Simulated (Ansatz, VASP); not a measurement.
## One calculation of CrCu4NiSn2, two programs

File INCAR:

```
ALGO = Normal ; EDIFF = 1E-7
ENCUT = 520 ; GGA = PE
ISIF = 2 ; ISMEAR = -1
ISPIN = 2 ; LASPH = T
LCHARG = T ; LELF = T
LMAXMIX = 4 ; LORBIT = 11
LREAL = F ; LVHAR = T
LWAVE = F ; MAGMOM = 0 0 0.6 0.6 0.6 0.6 1 3
NBANDS = 61 ; NELM = 120
PREC = Accurate ; SIGMA = 0.05
```

Contents of KPOINTS:

```
k-points
0
Gamma
  7 7 7
```

The input POSCAR:

```
CrCu4NiSn2
1.0
    2.1811320786      1.2592771927      7.0834584532
   -2.1811320786      1.2592771927      7.0834584532
    0.0000000000     -2.5185543854      7.0834584532
Sn Cu Ni Cr
2 4 1 1
Direct
    0.7504420000      0.7504420000      0.7504420000
    0.2495580000      0.2495580000      0.2495580000
    0.8739180000      0.8739180000      0.8739180000
    0.3763620000      0.3763620000      0.3763620000
    0.1260820000      0.1260820000      0.1260820000
    0.6236380000      0.6236380000      0.6236380000
    0.5000000000      0.5000000000      0.5000000000
    0.0000000000      0.0000000000      0.0000000000
```

Contents of input.yaml:

```yaml
crystal:
  lattice:
    - [2.1811320786, 1.2592771927, 7.0834584532]
    - [-2.1811320786, 1.2592771927, 7.0834584532]
    - [0.0, -2.5185543854, 7.0834584532]
  atoms:
    - { symbol: Sn, position: [0.750442, 0.750442, 0.750442] }
    - { symbol: Sn, position: [0.249558, 0.249558, 0.249558] }
    - { symbol: Cu, position: [0.873918, 0.873918, 0.873918], spin: 0.6 }
    - { symbol: Cu, position: [0.376362, 0.376362, 0.376362], spin: 0.6 }
    - { symbol: Cu, position: [0.126082, 0.126082, 0.126082], spin: 0.6 }
    - { symbol: Cu, position: [0.623638, 0.623638, 0.623638], spin: 0.6 }
    - { symbol: Ni, position: [0.5, 0.5, 0.5], spin: 1.0 }
    - { symbol: Cr, position: [0.0, 0.0, 0.0], spin: 3.0 }
hamiltonian:
  xc: pbe
  pseudopotentials: { kind: paw }
magnetization:
  spin_polarized: true
kpoints:
  mp_grid: { grid: [7, 7, 7] }
scf:
  occupations: { method: fermi_dirac, width: 0.05 }
output:
  forces: true
  stress: true
  eigenvalues: true
  write_density: true
  write_potential: true
  elf: true
  volumetric_format: npy
```

The cell comes from a database or a generator and needn't be the stable form of this composition.

Alike in both runs: task single point; functional PBE; k mesh 7 × 7 × 7; occupations fermi-dirac, width 0.05 eV; collinear spin, ferromagnetic start.

```csv
,VASP,Ansatz
version,VASP 6.6.1,Ansatz 0.2.0
potentials or method,"VASP PAW PBE potentials, release 64 (Sn_d, Cu, Ni, Cr_pv)",Ansatz PAW
plane-wave cutoff (eV),520,420
valence electrons in the cell,94,136
```

VASP gave:

| Property | Result |
| --- | --- |
| gap on the k mesh at the Fermi level (eV) | none |
| pressure (GPa) | 0.9 |
| largest component of the traceless stress (GPa) | 0.11 |
| rms of the force components (eV/Å) | 0.051 |
| net moment per atom (μB) | 0.46 |
| size of the moment on the site where the two differ most (μB) | 3.37 |

Q: Estimate Ansatz's values.

A: gap on the k mesh at the Fermi level (eV): none; pressure (GPa): 0.7; largest component of the traceless stress (GPa): 0.10; rms of the force components (eV/Å): 0.050; net moment per atom (μB): 0.46; size of the moment on the site where the two differ most (μB): 3.28.

Site moments also hang on the region over which each program counts them. Atom by atom the forces differ by 0.001 eV/Å (rms over components). A gap of «none» marks a metal or a gap that the smearing closes. The two sets of potentials don't hold the same shells in valence.
